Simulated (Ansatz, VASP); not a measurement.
# Cross-check of Cu (Cu slab, plane (3, 1, 0)) between VASP and Ansatz

One calculation is typed for both programs; each brings its own data sets. How far apart do they land? Of the first pair: The structure shown is the start of the Ansatz relaxation below; VASP solves that cell, so the two are compared at the walk's first step.

Main program and level: Ansatz 0.2.0; plane waves, with VASP 6.6.1 beside it; PBE.

**1. Starting point**

The cell holds 34 atoms: 34 Cu. Cell: a = 5.716 Å, b = 3.615 Å, c = 29.862 Å, α = 90.0°, β = 90.0°, γ = 90.0°. Vacuum lies along c.

**2. Ansatz: relaxation, PBE**

Ansatz runs on its PAW soft_1 files.

The two programs are compared at the cell with which this relaxation starts, whose forces are those of its first step.

input.yaml reads:

```yaml
crystal:
  lattice:
    - [5.7157536252, 0.0, 0.0]
    - [0.0, 3.61496, 0.0]
    - [0.0, 0.0, 29.8619869625]
  atoms:
    - { symbol: Cu, position: [0.9000000002, 0.5, 0.1674369494] }
    - { symbol: Cu, position: [0.6000000002, 0.0, 0.1865775164] }
    - { symbol: Cu, position: [0.3000000002, 0.5, 0.2057180834] }
    - { symbol: Cu, position: [2.0e-10, 1.0, 0.2248586504] }
    - { symbol: Cu, position: [0.7000000002, 0.5, 0.2439992174] }
    - { symbol: Cu, position: [0.4000000002, 0.0, 0.2631397844] }
    - { symbol: Cu, position: [0.1000000002, 0.5, 0.2822803515] }
    - { symbol: Cu, position: [0.8000000002, 0.0, 0.3014209185] }
    - { symbol: Cu, position: [0.5000000002, 0.5, 0.3205614855] }
    - { symbol: Cu, position: [0.2000000002, 0.0, 0.3397020525] }
    - { symbol: Cu, position: [0.9000000002, 0.5, 0.3588426195] }
    - { symbol: Cu, position: [0.6000000002, 1.0, 0.3779831865] }
    - { symbol: Cu, position: [0.3000000001, 0.5, 0.3971237535] }
    - { symbol: Cu, position: [1.0e-10, 0.0, 0.4162643205] }
    - { symbol: Cu, position: [0.7000000001, 0.5, 0.4354048875] }
    - { symbol: Cu, position: [0.4000000001, 0.0, 0.4545454545] }
    - { symbol: Cu, position: [0.1000000001, 0.5, 0.4736860216] }
    - { symbol: Cu, position: [0.8000000001, 0.0, 0.4928265886] }
    - { symbol: Cu, position: [0.5000000001, 0.5, 0.5119671556] }
    - { symbol: Cu, position: [0.2000000001, 0.0, 0.5311077226] }
    - { symbol: Cu, position: [0.9000000001, 0.5, 0.5502482896] }
    - { symbol: Cu, position: [0.6000000001, 0.0, 0.5693888566] }
    - { symbol: Cu, position: [0.3000000001, 0.5, 0.5885294236] }
    - { symbol: Cu, position: [1.0e-10, 0.0, 0.6076699906] }
    - { symbol: Cu, position: [0.7000000001, 0.5, 0.6268105576] }
    - { symbol: Cu, position: [0.4000000001, 0.0, 0.6459511246] }
    - { symbol: Cu, position: [0.1, 0.5, 0.6650916917] }
    - { symbol: Cu, position: [0.8, 0.0, 0.6842322587] }
    - { symbol: Cu, position: [0.5, 0.5, 0.7033728257] }
    - { symbol: Cu, position: [0.2, 0.0, 0.7225133927] }
    - { symbol: Cu, position: [0.9, 0.5, 0.7416539597] }
    - { symbol: Cu, position: [0.6, 0.0, 0.7607945267] }
    - { symbol: Cu, position: [0.3, 0.5, 0.7799350937] }
    - { symbol: Cu, position: [0.0, 0.0, 0.7990756607] }
kpoints:
  mp_grid: { grid: [4, 7, 1] }
hamiltonian:
  xc: pbe
  pseudopotentials: { kind: paw, azcp: { folder: soft_1 } }
scf:
  occupations: { method: fermi_dirac, width: 0.1 }
relax:
  f_tol: 0.03
  max_steps: 80
  constraints: [{ sites: [0, 1, 2, 3, 4, 5] }]
```

Run with:

```console
ansatz run input.yaml --threads 4 --pin off --max-ram 15360MiB --backend cpu --events-out ev --progress --plain --runs-dir out
```

Numbers of over 12 decimals in the logs are rounded to 6 here.

Output:

```text
Warning: crystal.symmetry: narrowed to the stabiliser of the relax constraints — unitary ops 4 → 2; lowered at sites 0, 1, 2, 3, 4, 5, 28, 29, 30, 31, 32, 33 (the operations that carried what is held of a site onto what its image site leaves free; the constrained walk keeps no symmetry that its constraints do not admit)
Engine: ansatz 0.2.0, aarch64-unknown-linux-gnu
Pseudopotentials: kind: paw
Pseudopotential: Cu, paw, valence charge 19, recommended cutoff 420 eV (normal), soft_1/Cu.paw.azcp
Functional definition: PBE
  parameter kappa = 0.804
  parameter beta = 0.066725
  exchange = pbe_x(kappa = kappa, mu = beta*pi^2/3)
  correlation = pbe_c(beta = beta)
Crystal: 34 atoms, lattice volume = 617.015 Å³
Basis set: ecut = 420 eV, 12021 PW (Γ), exchange–correlation on 80×50×400 points (8 copies of the dense FFT grid, shifted against one another)
Bands: 388, of which v1, the nominal top of the filled ones, is band 323 counted from 1 (322 counted from 0)
Symmetry: 2 space group operations
k-points: 12 of 28 (time reversal used)
Non-local potential: Cu, projectors of the file, l = 0: 3, l = 1: 2, l = 2: 3, l = 3: 1
PAW form: soft (Blöchl's): semilocal exchange-correlation on the pseudo side does not see the compensation charge
PAW one-centre angular grid: Cu, 590 points (default); XC on 64 Gauss nodes
Initial density: superposition of atomic densities (neutral atoms: chi_scale 0, normalization atom)
Initial wavefunctions: pseudopotential atomic-orbital guess
Functional: x = pbe(κ = 0.804, μ = 0.219515), c = pbe(β = 0.066725)
SCF iter   1: F=—  HF=-225281.463356 eV  |F-HF|=—  |Δ(HF+E_count)|=         —  Δρ=2.09e-1  dr2=1.63e2  ethr=3.10e-3  ⟨swp⟩=6.0  Hψ=17415  notcnv=0  defer=31
preconditioner: auto → LDOS  [metal: Δε(μ)=0.037 eV  Ē_g=8.296 eV  σ=0.100 eV  W_gap=0.09  n_scr=212 (ndim 8)  ℏωp=28.9 eV  f_vac=0.328  D(μ)=14.43/eV (n_scr^D=78)  β→1.0]
SCF iter   2: F=—  HF=-225495.826161 eV  |F-HF|=—  |Δ(HF+E_count)|=    2.14e2  Δρ=4.56e-1  dr2=7.78e2  ethr=3.10e-3  ⟨swp⟩=4.0  Hψ=14141  notcnv=0  defer=519  recentre
SCF iter   3: F=—  HF=-225253.821442 eV  |F-HF|=—  |Δ(HF+E_count)|=    2.42e2  Δρ=4.67e-2  dr2=9.26e0  ethr=3.10e-3  ⟨swp⟩=4.0  Hψ=12174  notcnv=0  defer=558
SCF iter   4: F=—  HF=-225252.396063 eV  |F-HF|=—  |Δ(HF+E_count)|=    1.43e0  Δρ=2.05e-2  dr2=1.47e0  ethr=1.43e-3  ⟨swp⟩=2.2  Hψ=7617  notcnv=0  defer=551
SCF iter   5: F=—  HF=-225252.140002 eV  |F-HF|=—  |Δ(HF+E_count)|=   2.56e-1  Δρ=4.78e-3  dr2=8.61e-2  ethr=2.28e-4  ⟨swp⟩=2.0  Hψ=8889  notcnv=0  defer=551
SCF iter   6: F=—  HF=-225252.152757 eV  |F-HF|=—  |Δ(HF+E_count)|=   1.28e-2  Δρ=1.57e-3  dr2=7.18e-3  ethr=1.33e-5  ⟨swp⟩=2.0  Hψ=6378  notcnv=0  defer=551
SCF iter   7: F=—  HF=-225252.157554 eV  |F-HF|=—  |Δ(HF+E_count)|=   4.80e-3  Δρ=1.32e-3  dr2=6.31e-3  ethr=1.11e-6  ⟨swp⟩=2.2  Hψ=7649  notcnv=0  defer=551
SCF iter   8: F=—  HF=-225252.157907 eV  |F-HF|=—  |Δ(HF+E_count)|=   3.53e-4  Δρ=3.86e-4  dr2=1.11e-3  ethr=9.77e-7  ⟨swp⟩=2.0  Hψ=6297  notcnv=0  defer=551
SCF iter   9: F=—  HF=-225252.157857 eV  |F-HF|=—  |Δ(HF+E_count)|=   4.99e-5  Δρ=1.10e-4  dr2=9.41e-5  ethr=1.72e-7  ⟨swp⟩=2.0  Hψ=6311  notcnv=0  defer=551
SCF iter  10: F=-225252.157892 eV  HF=-225252.157874 eV  |F-HF|=1.80e-5  |Δ(HF+E_count)|=   1.71e-5  Δρ=4.50e-5  dr2=8.02e-6  ethr=3.48e-9  ⟨swp⟩=4.0  Hψ=14710  notcnv=0
SCF 1 converged in 10 iterations: F = -225252.157892 eV  dr2 = 8.02e-6
  greatest PAW one-centre occupation: 1.000 electrons in one spin orbital (limit 2), on the Cu atom at site 0 (counted from 0), in its partial waves of l = 0
relax step   1: F+E_penalty+E_count = -225252.15789214 eV  Δ(F+E_penalty+E_count) = +0.000e0 eV  max|allowed force component| = 5.208e-1 eV/Å  Δτ_max = 0.0000 Å  (10 SCF iters, dr2 threshold 2.25e-5 eV, accepted)
[...]
relax step   2: F+E_penalty+E_count = -225252.19712508 eV  Δ(F+E_penalty+E_count) = -3.923e-2 eV  max|allowed force component| = 3.260e-1 eV/Å  Δτ_max = 0.0563 Å  (7 SCF iters, dr2 threshold 1.70e-5 eV, accepted)
[...]
relax step   3: F+E_penalty+E_count = -225252.22773125 eV  Δ(F+E_penalty+E_count) = -3.061e-2 eV  max|allowed force component| = 5.179e-2 eV/Å  Δτ_max = 0.1260 Å  (9 SCF iters, dr2 threshold 6.64e-6 eV, accepted)
[...]
relax step   4: F+E_penalty+E_count = -225252.22847075 eV  Δ(F+E_penalty+E_count) = -7.395e-4 eV  max|allowed force component| = 1.090e-2 eV/Å  Δτ_max = 0.0189 Å  (9 SCF iters, accepted)
SCF converged after 9 iterations
Free energy (F): -225252.228471 eV
Harris-Foulkes:  -225252.228471 eV  (|F-HF|=3.35e-9)
Internal energy: -225251.907983 eV  (E = F + TS)
E sigma→0 (E₀):  -225252.068227 eV
Entropy (-TS):   -0.320487 eV (-9.426 meV/atom)
Fermi energy:    9.141179 eV
--- Per-component energies (eV) ---
  E_band       = -17077.171490
  E_kinetic    = 8887.261360
  E_local      = -1229620.606552  (includes V_loc(G=0)·N_el)
  E_nonlocal   = 30290.148698
  E_hartree    = 600816.742926
  E_xc         = -2332.963411
  E_vxc        = -3011.385954  (∫ρ·V_xc dr)
  E_paw        = -61735.993618  (= ΣΔE_a)
  E_vpaw       = -25256.105366  (= ΣTr[D̂ρ^β])
  E_aug_tail   = 0.033588  (compensation charges beyond the density's cutoff)
  E_ewald      = 428443.469026
  E_smearing   = -0.320487  (= −TS)
  E_closure    = -0.000000  (closes the sum)
  Σ components = -225252.228471   (vs F -225252.228471, Δ=0.00e0)
--- Forces (eV/Å), atoms counted from 1 ---
  atom   1  Cu    -0.10813027     0.00000000     0.52406005
  atom   2  Cu     0.07250488     0.00000000     0.15055293
  atom   3  Cu    -0.02588326     0.00000000    -0.07337652
  atom   4  Cu     0.10210222     0.00000000    -0.37000167
  atom   5  Cu    -0.02589346     0.00000000    -0.20364773
  atom   6  Cu    -0.03677120     0.00000000    -0.02948300
  atom   7  Cu    -0.00044710     0.00000000     0.00011601
  atom   8  Cu    -0.00023278     0.00000000    -0.00070375
  atom   9  Cu     0.00046510     0.00000000    -0.00048366
  atom  10  Cu     0.00024886     0.00000000     0.00051639
  atom  11  Cu    -0.00012099     0.00000000     0.00052076
  atom  12  Cu    -0.00012503     0.00000000     0.00076350
  atom  13  Cu     0.00055075     0.00000000    -0.00018224
  atom  14  Cu     0.00045515     0.00000000     0.00078666
  atom  15  Cu     0.00060034     0.00000000     0.00106090
  atom  16  Cu     0.00061208     0.00000000     0.00072687
  atom  17  Cu     0.00120672     0.00000000     0.00012233
  atom  18  Cu     0.00039493     0.00000000     0.00041334
  atom  19  Cu     0.00035387     0.00000000     0.00065144
  atom  20  Cu     0.00031882     0.00000000     0.00075995
  atom  21  Cu     0.00129082     0.00000000     0.00009003
  atom  22  Cu     0.00122111     0.00000000    -0.00002552
  atom  23  Cu     0.00093697     0.00000000     0.00075444
  atom  24  Cu     0.00068448     0.00000000     0.00148258
  atom  25  Cu     0.00209594     0.00000000    -0.00086289
  atom  26  Cu     0.00259283     0.00000000    -0.00240788
  atom  27  Cu    -0.00128331     0.00000000     0.00344294
  atom  28  Cu     0.00203143     0.00000000     0.00248382
  atom  29  Cu     0.00509437     0.00000000    -0.00482236
  atom  30  Cu    -0.00277615     0.00000000    -0.00731860
  atom  31  Cu    -0.00048036     0.00000000    -0.00316031
  atom  32  Cu     0.00025696     0.00000000     0.00084671
  atom  33  Cu    -0.00210923     0.00000000    -0.00470259
  atom  34  Cu     0.00813034     0.00000000     0.01089540
  max |Σ_I F_I| component: 1.32e-4 eV/Å
--- Relaxed structure (4 steps of the walk, 4 accepted, 0 SCFs on fresh bases) ---
  F+E_penalty+E_count = -225252.22847075 eV   max|allowed force component| = 1.090e-2 eV/Å
  atoms:
    - { symbol: Cu, position: [0.900000, 0.5, 0.167437] }
    - { symbol: Cu, position: [0.600000, 0.0, 0.186578] }
    - { symbol: Cu, position: [0.300000, 0.5, 0.205718] }
    - { symbol: Cu, position: [2.1176469321416106e-10, 1.0, 0.224859] }
    - { symbol: Cu, position: [0.700000, 0.5, 0.243999] }
    - { symbol: Cu, position: [0.400000, 0.0, 0.263140] }
    - { symbol: Cu, position: [0.100183, 0.5, 0.283002] }
    - { symbol: Cu, position: [0.801566, 0.0, 0.302183] }
    - { symbol: Cu, position: [0.502922, 0.5, 0.321243] }
    - { symbol: Cu, position: [0.203936, 0.0, 0.340665] }
    - { symbol: Cu, position: [0.904158, 0.5, 0.360293] }
    - { symbol: Cu, position: [0.605248, 1.0, 0.379369] }
    - { symbol: Cu, position: [0.305648, 0.5, 0.398624] }
    - { symbol: Cu, position: [0.0055108, 0.0, 0.418028] }
    - { symbol: Cu, position: [0.704984, 0.5, 0.437510] }
    - { symbol: Cu, position: [0.405312, 0.0, 0.456633] }
    - { symbol: Cu, position: [0.105259, 0.5, 0.475964] }
    - { symbol: Cu, position: [0.805709, 0.0, 0.495432] }
    - { symbol: Cu, position: [0.505566, 0.5, 0.514773] }
    - { symbol: Cu, position: [0.205934, 0.0, 0.533937] }
    - { symbol: Cu, position: [0.905628, 0.5, 0.553375] }
    - { symbol: Cu, position: [0.605502, 0.0, 0.572748] }
    - { symbol: Cu, position: [0.305754, 0.5, 0.592073] }
    - { symbol: Cu, position: [0.00694264, 0.0, 0.611249] }
    - { symbol: Cu, position: [0.707762, 0.5, 0.630695] }
    - { symbol: Cu, position: [0.408604, 0.0, 0.650039] }
    - { symbol: Cu, position: [0.109096, 0.5, 0.669498] }
    - { symbol: Cu, position: [0.811609, 0.0, 0.688730] }
    - { symbol: Cu, position: [0.513991, 0.5, 0.707910] }
    - { symbol: Cu, position: [0.213726, 0.0, 0.726890] }
    - { symbol: Cu, position: [0.904168, 0.5, 0.748079] }
    - { symbol: Cu, position: [0.609588, 0.0, 0.766421] }
    - { symbol: Cu, position: [0.311656, 0.5, 0.782850] }
    - { symbol: Cu, position: [0.018205, 0.0, 0.799954] }
```

Reading the cycles: dr2 is the Hartree energy of the density residual (eV), the measure of convergence; HF is the Harris–Foulkes estimate of the energy, which meets the free energy F at convergence.

**3. VASP: single point, PBE, start cell, pair 1**

The same cell, functional, mesh and smearing now go to VASP, with its own data sets.

Lines of VASP's logs that name or quote its potential files are left out, and so is its time.

INCAR reads:

```
SYSTEM = Cu
PREC = Accurate
ENCUT = 520
EDIFF = 1E-06
NELM = 120
ISMEAR = -1
SIGMA = 0.1
LREAL = Auto
ALGO = Normal
GGA = PE
NBANDS = 216
LASPH = .TRUE.
LORBIT = 11
LWAVE = .FALSE.
LCHARG = .FALSE.
ISIF = 2
GGA_COMPAT = .FALSE.
KPAR = 4
```

POSCAR reads:

```
Cu
1.0
    5.7157536252      0.0000000000      0.0000000000
    0.0000000000      3.6149600000      0.0000000000
    0.0000000000      0.0000000000     29.8619869625
Cu
34
Direct
    0.8999999540      0.5000000000      0.1674369494
    0.5999999694      0.0000000000      0.1865775043
    0.2999999847      0.5000000000      0.2057180926
    0.0000000000      0.0000000000      0.2248586475
    0.6999999934      0.5000000000      0.2439992024
    0.3999999213      0.0000000000      0.2631397907
    0.0999999366      0.5000000000      0.2822803456
    0.8000000175      0.0000000000      0.3014209340
    0.5000000328      0.5000000000      0.3205614888
    0.1999999606      0.0000000000      0.3397020437
    0.8999999540      0.5000000000      0.3588426321
    0.5999999694      0.0000000000      0.3779831869
    0.2999999847      0.5000000000      0.3971237418
    0.0000000000      0.0000000000      0.4162643302
    0.6999999934      0.5000000000      0.4354048850
    0.3999999213      0.0000000000      0.4545454399
    0.0999999366      0.5000000000      0.4736860283
    0.8000000175      0.0000000000      0.4928265831
    0.5000000328      0.5000000000      0.5119671715
    0.1999999606      0.0000000000      0.5311077264
    0.8999999540      0.5000000000      0.5502482812
    0.5999999694      0.0000000000      0.5693888696
    0.2999999847      0.5000000000      0.5885294245
    0.0000000000      0.0000000000      0.6076699793
    0.6999999934      0.5000000000      0.6268105677
    0.3999999213      0.0000000000      0.6459511225
    0.0999999366      0.5000000000      0.6650916774
    0.8000000175      0.0000000000      0.6842322658
    0.5000000328      0.5000000000      0.7033728206
    0.1999999606      0.0000000000      0.7225134090
    0.8999999540      0.5000000000      0.7416539639
    0.5999999694      0.0000000000      0.7607945187
    0.2999999847      0.5000000000      0.7799351071
    0.0000000000      0.0000000000      0.7990756620
```

KPOINTS reads:

```
Automatic mesh
0
Gamma
4 7 1
0 0 0
```

PAW data sets: Cu (PBE family, release 64).

Run with:

```console
mpirun -np 4 vasp_std
```

Output:

```text
[banner, memory and clock lines left out]
running    4 mpi-ranks, on    1 nodes
[...]
LDA part: xc-table for (Slater+PW92), standard interpolation
 POSCAR, INCAR and KPOINTS ok, starting setup
[...]
entering main loop
       N       E                     dE             d eps       ncg     rms          rms(c)
DAV:   1     0.408884392387E+04    0.40888E+04   -0.15871E+05  5192   0.276E+03
DAV:   2     0.607222671920E+03   -0.34816E+04   -0.33919E+04  5184   0.619E+02
DAV:   3    -0.961172686994E+02   -0.70334E+03   -0.65975E+03  5184   0.288E+02
DAV:   4    -0.150040724487E+03   -0.53923E+02   -0.50696E+02  5480   0.107E+02
[...]
DAV:  28    -0.122780998424E+03   -0.37043E-05   -0.10845E-06  3304   0.941E-03    0.227E-03
DAV:  29    -0.122780999632E+03   -0.12083E-05   -0.56951E-07  3168   0.587E-03    0.764E-04
DAV:  30    -0.122780999939E+03   -0.30731E-06   -0.19585E-07  3184   0.346E-03
   1 F= -.12278100E+03 E0= -.12262277E+03  d E =-.316470E+00
```

Parts of OUTCAR (step 3):

```text
  Total       -0.3405591     -0.5668445      2.6898072      0.0000000      0.0000000      0.5188251
  in kB       -0.8843158     -1.4719017      6.9845114      0.0000000      0.0000000      1.3472117
  external PRESSURE =       1.5427646 kB  Pullay stress =       0.0000000 kB

 POSITION                                       TOTAL-FORCE (eV/Angst)
 -----------------------------------------------------------------------------------
      5.14418      1.80748      5.00000        -0.103973      0.000000      0.481559
      3.42945      0.00000      5.57158         0.061606      0.000000      0.114676
      1.71473      1.80748      6.14315        -0.009554      0.000000     -0.129170
      0.00000      0.00000      6.71473         0.106216      0.000000     -0.436586
      4.00103      1.80748      7.28630        -0.046113      0.000000     -0.275249
      2.28630      0.00000      7.85788        -0.052713      0.000000     -0.114395
      0.57158      1.80748      8.42945        -0.025261      0.000000      0.019191
      4.57260      0.00000      9.00103        -0.001872      0.000000      0.016372
      2.85788      1.80748      9.57260         0.009052      0.000000     -0.009422
      1.14315      0.00000     10.14418         0.012801      0.000000     -0.013294
      5.14418      1.80748     10.71575         0.008100      0.000000      0.024869
      3.42945      0.00000     11.28733         0.029937      0.000000     -0.009151
      1.71473      1.80748     11.85890         0.019127      0.000000     -0.005446
      0.00000      0.00000     12.43048         0.010651      0.000000     -0.011540
[...]
-----------------------------------------------------------------------------------
    total drift:                                0.000034      0.000000     -0.000505

  FREE ENERGIE OF THE ION-ELECTRON SYSTEM (eV)
  ---------------------------------------------------
  free  energy   TOTEN  =      -122.7809999394 eV

  energy  without entropy=     -122.4645301278  energy(sigma->0) =     -122.62276503

[... 3 further parts left out ...]
[key lines of the parts left out:]
E-fermi :   3.4559
```

**4. Side by side**

Known differences besides the potentials themselves: the data sets hold 646 valence electrons in Ansatz (on its PAW soft_1 files) and 374 in VASP; the cutoff is 420 eV in Ansatz and 520 eV in VASP (PREC = Accurate, projectors in real space). Total energies have different zeros and are not compared.

Forces on 7 of the 34 atoms, those with the largest forces and the largest differences (eV/Å; atoms numbered as in POSCAR):

```tsv
atom	Ansatz x, y, z	VASP x, y, z
Cu1	-0.109, 0.000, 0.521	-0.104, 0.000, 0.482
Cu2	0.071, 0.000, 0.144	0.062, 0.000, 0.115
Cu4	0.105, 0.000, -0.434	0.106, 0.000, -0.437
Cu5	-0.048, 0.000, -0.274	-0.046, 0.000, -0.275
Cu30	0.048, 0.000, 0.274	0.046, 0.000, 0.275
Cu31	-0.105, 0.000, 0.434	-0.106, 0.000, 0.437
Cu34	0.109, 0.000, -0.521	0.104, 0.000, -0.482
```

The forces differ by 7.6 meV/Å r.m.s., which is 7.2 % of the r.m.s. force of 0.106 eV/Å (both taken over all components). Where the cell holds vacuum, a pressure given here is an average over it and none of the material.

**5. Ansatz: relaxation, PBE**

This run makes the geometry at which the two programs are then compared.

The structure compared here is the end of the Ansatz relaxation.

This is the run of step 2 again, met here at its other cell.

[end of part 1 of 2]

[Lines on the potential files, build, host, timing and source positions are cut from VASP's logs without a mark.]

[Logs are printed without paths, hosts, clocks, repeated set-up lines and the standing remarks that a program may print on its own settings, such as how far it seeks lower states.]

[Hosts, paths, dates, database ids (printed as entryN), source tags and the programs' standing remarks are cut or masked in the printed files.]
